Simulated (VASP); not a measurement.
Level of theory: PBEsol GGA, VASP's PBE PAW potentials (set 64) (plane waves; VASP).

VASP ran on this input.

### INCAR
```
SYSTEM = YS
PREC = Accurate
ENCUT = 400
EDIFF = 1E-6
NELM = 100
ALGO = Normal
LREAL = .FALSE.
LASPH = .TRUE.
ISMEAR = 1
SIGMA = 0.1
GGA = PS
LMAXMIX = 4
LWAVE = .FALSE.
LCHARG = .FALSE.
IBRION = 2
ISIF = 3
NSW = 60
EDIFFG = -0.02
```

### POSCAR
```
YS
1.0
  4.2766359952   0.0000000000   0.0000000000
 -2.1383179976   3.7036750969   0.0000000000
  0.0000000000   0.0000000000   6.9959659977
Y S
2 2
Direct
  0.3333330000   0.6666670000   0.9998015103
  0.6666670000   0.3333330000   0.4998015103
  0.3333330000   0.6666670000   0.3751984897
  0.6666670000   0.3333330000   0.8751984897
```

KPOINTS:
```
Automatic mesh
0
Gamma
8 8 4
0 0 0
```

POTCAR, in this order: Y_sv S (PBE.64 set). Program: vasp_std.

The run wrote:

**OSZICAR**
```
       N       E                     dE             d eps       ncg     rms          rms(c)
DAV:   1     0.174490442570E+03    0.17449E+03   -0.14506E+04  1276   0.123E+03
DAV:   2    -0.139206486335E+02   -0.18841E+03   -0.18398E+03  1607   0.297E+02
DAV:   3    -0.294088335726E+02   -0.15488E+02   -0.15383E+02  2056   0.640E+01
DAV:   4    -0.303964348397E+02   -0.98760E+00   -0.98169E+00  1887   0.149E+01
DAV:   5    -0.304218431386E+02   -0.25408E-01   -0.25402E-01  1755   0.224E+00    0.398E+01
DAV:   6    -0.285693470792E+02    0.18525E+01   -0.53839E+00  1395   0.104E+01    0.279E+01
DAV:   7    -0.286206326542E+02   -0.51286E-01   -0.32240E+00  1959   0.785E+00    0.466E+00
DAV:   8    -0.285044414638E+02    0.11619E+00   -0.11537E+00  1385   0.493E+00    0.941E-01
DAV:   9    -0.285013999684E+02    0.30415E-02   -0.86274E-02  1700   0.150E+00    0.511E-01
DAV:  10    -0.285011010731E+02    0.29890E-03   -0.62529E-03  1911   0.375E-01    0.216E-01
DAV:  11    -0.285011141958E+02   -0.13123E-04   -0.37636E-04  1801   0.113E-01    0.451E-02
DAV:  12    -0.285011189449E+02   -0.47491E-05   -0.46245E-05  1663   0.468E-02    0.207E-02
DAV:  13    -0.285011213523E+02   -0.24074E-05   -0.47673E-06  1310   0.125E-02    0.173E-02
DAV:  14    -0.285011202025E+02    0.11498E-05   -0.75833E-06  1230   0.129E-02    0.591E-03
DAV:  15    -0.285011202300E+02   -0.27526E-07   -0.42066E-07   920   0.393E-03
   1 F= -.28501120E+02 E0= -.28500314E+02  d E =-.285011E+02
       N       E                     dE             d eps       ncg     rms          rms(c)
DAV:   1    -0.285028009566E+02   -0.16808E-02   -0.56571E-02  1305   0.159E+00    0.429E-01
DAV:   2    -0.285017259113E+02    0.10750E-02   -0.47374E-03  1663   0.416E-01    0.178E-01
DAV:   3    -0.285012517230E+02    0.47419E-03   -0.12292E-03  1434   0.219E-01    0.828E-02
DAV:   4    -0.285012639634E+02   -0.12240E-04   -0.43829E-04  2015   0.840E-02    0.684E-02
DAV:   5    -0.285012744512E+02   -0.10488E-04   -0.24396E-05  1701   0.280E-02    0.320E-02
DAV:   6    -0.285012774823E+02   -0.30311E-05   -0.12769E-05  1808   0.168E-02    0.629E-03
DAV:   7    -0.285012766340E+02    0.84831E-06   -0.30885E-06  1315   0.790E-03
   2 F= -.28501277E+02 E0= -.28500419E+02  d E =-.156404E-03
```

### OUTCAR
```
------------------------ aborting loop because EDIFF is reached ----------------------------------------
  FORCE on cell =-STRESS in cart. coord.  units (eV):
  Direction    XX          YY          ZZ          XY          YZ          ZX
  --------------------------------------------------------------------------------------
  Total       -0.0250865     -0.0250865     -0.0338372     -0.0000000      0.0000000      0.0000000
  in kB       -0.3619267     -0.3619267     -0.4881741     -0.0000000      0.0000000      0.0000000
  external PRESSURE =      -0.4040092 kB  Pullay stress =       0.0000000 kB
  volume of cell :      111.05
      direct lattice vectors                 reciprocal lattice vectors
     4.282622127  0.000000000  0.000000000     0.233501806  0.134812342 -0.000000000
    -2.141311063  3.708859238 -0.000000000     0.000000000  0.269624684 -0.000000000
     0.000000000  0.000000000  6.991663295    -0.000000000  0.000000000  0.143027483
 POSITION                                       TOTAL-FORCE (eV/Angst)
 -----------------------------------------------------------------------------------
     -0.00000      2.47257      6.99115        -0.000000      0.000000     -0.012652
      2.14131      1.23629      3.49532         0.000000     -0.000000     -0.012652
     -0.00000      2.47257      2.62238         0.000000     -0.000000      0.012652
      2.14131      1.23629      6.11822        -0.000000     -0.000000      0.012652
 -----------------------------------------------------------------------------------
    total drift:                               -0.002132      0.001231      0.000730
  FREE ENERGIE OF THE ION-ELECTRON SYSTEM (eV)
  ---------------------------------------------------
  free  energy   TOTEN  =       -28.5012766340 eV

  energy  without entropy=      -28.4987043589  energy(sigma->0) =      -28.50041921

 reached required accuracy - stopping structural energy minimisation
```
(Selected blocks of OUTCAR.)

CONTCAR:
```
YS
   1.00000000000000
     4.2826221268644922    0.0000000000000000    0.0000000000000000
    -2.1413110634322461    3.7088592376578418   -0.0000000000000000
     0.0000000000000000    0.0000000000000000    6.9916632954881166
  Y               S
     2     2
Direct
     0.3333330000000032    0.6666669999999968    0.9999270797621120
     0.6666669999999968    0.3333330000000032    0.4999270797621120
     0.3333330000000032    0.6666669999999968    0.3750729202378880
     0.6666669999999968    0.3333330000000032    0.8750729202378880
```

The structure was generated: YS was put into the wurtzite type (P6_3mc), which need not be its known phase. This run relaxes it. Symmetry was kept, so distortions that lower it aren't found. The start is the result of an earlier pass.
